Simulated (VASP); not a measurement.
```xyz
2
Lattice="0.0000 2.8347 2.8347 2.8347 0.0000 2.8347 2.8347 2.8347 0.0000" Properties=species:S:1:pos:R:3 pbc="T T T"
Be     0.0000     2.8347     2.8347
Te     4.2520     4.2520     4.2520
```

Calculation: modified Becke-Johnson potential (mBJ) with spin-orbit coupling, VASP's PBE PAW potentials (set 64) (plane waves; VASP 6.6.1). Settings: 400 eV cut-off, 6×6×6 Γ-centred mesh, Gaussian smearing of 0.050 eV, potentials Be Te.

mBJ is a potential without an energy functional, so only the levels count.

**Question.** Predict the band gap (over mesh and band path) with the smallest direct gap where there is one.

**Answer.** 
```json
{
 "band gap (over mesh and band path)": "2.44 eV",
 "smallest direct gap (over mesh and band path)": "3.90 eV"
}
```

The absolute energy has meaning only against runs of the same code, potentials and settings.

The structure comes from a computed database's BeTe entry (F-43m); how it stands against other phases isn't given here. It was relaxed first. The cell's shape comes from a PBE relaxation.
